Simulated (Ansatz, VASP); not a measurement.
Two plane-wave programs on Zn24S23O (a cell with a defect) (Wurtzite-6H)

```
Zn S O
1.0
     7.62400    0.00000    0.00000
    -3.81200    6.60258    0.00000
     0.00000    0.00000   18.68999
Zn S O
24 23 1
Direct
  0.00069 0.00035 0.00012
  0.00000 0.50000 0.00329
  0.49965 0.00035 0.00012
  0.49965 0.49931 0.00012
  0.03085 0.01543 0.49504
  0.00000 0.50000 0.49693
  0.48457 0.01543 0.49504
  0.48457 0.46915 0.49504
  0.16847 0.33153 0.17018
  0.16847 0.83694 0.17018
  0.66306 0.33153 0.17018
  0.66667 0.83333 0.16724
  0.33333 0.16667 0.66817
  0.33425 0.66712 0.66290
  0.83288 0.16575 0.66290
  0.83288 0.66712 0.66290
  0.33333 0.16667 0.34930
  0.33266 0.66633 0.33387
  0.83367 0.16734 0.33387
  0.83367 0.66633 0.33387
  0.16532 0.33468 0.83249
  0.16532 0.83064 0.83249
  0.66936 0.33468 0.83249
  0.66667 0.83333 0.83228
  0.00072 0.00036 0.12582
  0.00000 0.50000 0.12953
  0.49964 0.00036 0.12582
  0.49964 0.49928 0.12582
  0.00540 0.00270 0.62113
  0.00000 0.50000 0.62273
  0.49730 0.00270 0.62113
  0.49730 0.49460 0.62113
  0.17036 0.32964 0.29612
  0.17036 0.84073 0.29612
  0.65927 0.32964 0.29612
  0.66667 0.83333 0.29183
  0.33333 0.16667 0.79247
  0.33410 0.66705 0.78891
  0.83295 0.16590 0.78891
  0.83295 0.66705 0.78891
  0.33591 0.66796 0.45834
  0.83204 0.16409 0.45834
  0.83204 0.66796 0.45834
  0.16572 0.33428 0.95815
  0.16572 0.83143 0.95815
  0.66857 0.33428 0.95815
  0.66667 0.83333 0.95772
  0.33333 0.16667 0.45931
```

Alike in both runs: functional PBE; k mesh 3 × 3 × 1; occupations fermi-dirac, width 0.01 eV; no spin polarisation.

Ansatz relaxed the structure, and its values are those at the end. VASP's run is a single point on that final structure, the one shown.

|  | VASP | Ansatz |
| --- | --- | --- |
| version | VASP 6.6.1 | Ansatz 0.2.0 |
| potentials or method | VASP PAW PBE potentials, release 64 (Zn, S, O) | plane-wave PAW, scalar-relativistic |
| plane-wave cutoff (eV) | 520 | 420 |
| valence electrons in the cell | 432 | 432 |

```csv
,VASP,Ansatz,Ansatz less VASP
gap on the k mesh at the Fermi level (eV),1.55,1.55,0.000
pressure (GPa),0.9,0.7,-0.16
rms of the force components (eV/Å),0.005,0.003,-0.0022
```

Ansatz warned: «stress_scf_threshold_loose».

Expect the measured gap to be larger: semilocal functionals such as PBE lack the derivative discontinuity.
